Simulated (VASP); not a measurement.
Given:

```xyz
1
Lattice="-2.8767 2.8767 2.8767 2.8767 -2.8767 2.8767 2.8767 2.8767 -2.8767" Properties=species:S:1:pos:R:3 pbc="T T T"
Rb     0.0000     0.0000     0.0000
```

Computed with r2SCAN meta-GGA with spin-orbit coupling, VASP's PBE PAW potentials (set 64) (plane waves; VASP 6.6.1). Settings: 400 eV cut-off, 8×8×8 Γ-centred mesh, Gaussian smearing of 0.050 eV, potentials Rb_sv.

Give the energies of bands 9 to 15 at the high-symmetry points, in eV from the Fermi level.

| band | Γ | H | N | P |
|---|---|---|---|---|
| 9 | -2.09 | 1.29 | 0.30 | 1.24 |
| 10 | -2.09 | 1.29 | 0.30 | 1.24 |
| 11 | 4.00 | 1.29 | 0.63 | 1.29 |
| 12 | 4.00 | 1.29 | 0.63 | 1.29 |
| 13 | 4.00 | 3.27 | 2.80 | 1.29 |
| 14 | 4.00 | 3.27 | 2.80 | 1.29 |
| 15 | 4.02 | 3.37 | 4.64 | 2.98 |

It has no gap at this level: it comes out as a metal or semimetal.

The structure comes from a measured Rb entry (Im-3m) of the Crystallography Open Database, whose conditions weren't checked. It was relaxed first.
